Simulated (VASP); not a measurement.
Set up this calculation in VASP 6.6.1, as the native input.

| Quantity | Value |
| --- | --- |
| Task | single point |
| Functional | PBE |
| Potentials or basis | VASP PAW PBE potentials, release 64 (C, Mg) |
| Cutoff | 520 eV |
| k mesh | 2 × 2 × 1 |
| Occupations | gaussian, width 0.02 eV |
| Spin | no spin polarisation |
| Dipole correction | no |
| Further INCAR settings | LREAL = Auto; ALGO = Normal; EDIFF = 1e-07; NBANDS = 52 |

The structure of MgC18 lies in POSCAR:

```
MgC18
1.0
    7.3980000000      0.0000000000      0.0000000000
   -3.6990000000      6.4068560000      0.0000000000
    0.0000000000      0.0000000000     11.0000000000
C Mg
18 1
Direct
   -0.0010295750      0.0013533939      0.0805349091
    0.2211059510      0.1124152002      0.0806320909
   -0.0022717727      0.3357795149      0.0806503636
    0.2223468608      0.4480884228      0.0806864545
    0.0000702605      0.6703411158      0.0806262727
    0.2199939798      0.7803123716      0.0807537273
    0.3310590904      0.0024439444      0.0807470000
    0.5556822834      0.1147533205      0.0807538182
    0.3334099493      0.3370283334      0.0806573636
    0.5533252218      0.4469753964      0.0806410000
    0.3323069286      0.6680031516      0.0807446364
    0.5544330722      0.7790691721      0.0806965455
    0.6667428328      0.0036876121      0.0806960909
    0.8866576767      0.1136565267      0.0805913636
    0.6656362002      0.3346660203      0.0806884545
    0.8877601111      0.4457259536      0.0806520000
    0.6643785597      0.6691007258      0.0805954545
    0.8889961674      0.7814054194      0.0805271818
    1.0003942597      0.8884354510      0.4544891818
```

The cell was built by a generator and needn't be a form met in nature.

The input as run:

INCAR

```
  ALGO = Normal
  EDIFF = 1E-7
  ENCUT = 520
  GGA = PE
  ISIF = 2
  ISMEAR = 0
  LASPH = True
  LCHARG = False
  LREAL = Auto
  LWAVE = False
  NBANDS = 52
  NELM = 80
  PREC = Accurate
  SIGMA = 0.02
```

KPOINTS

```
k-points
0
Gamma
  2 2 1
```

Potentials or basis: VASP PAW PBE potentials, release 64 (C, Mg).

The run is started by

```sh
$ cat potpaw_PBE.64/C/POTCAR potpaw_PBE.64/Mg/POTCAR > POTCAR
$ mpirun -np 1 vasp_std > vasp.out
```

Results of the run:

```
Largest force          : 0.013 eV/Å
Band gap on the k mesh : 0.22 eV, direct
```

Caveat: the k mesh is coarse (spacing up to 0.49 Å⁻¹), so the values aren't converged.

Run time: 2.7 min on 1 thread of Intel(R) Xeon(R) Platinum 8559C (Emerald Rapids), on a shared host, peak memory 0.55 GiB.
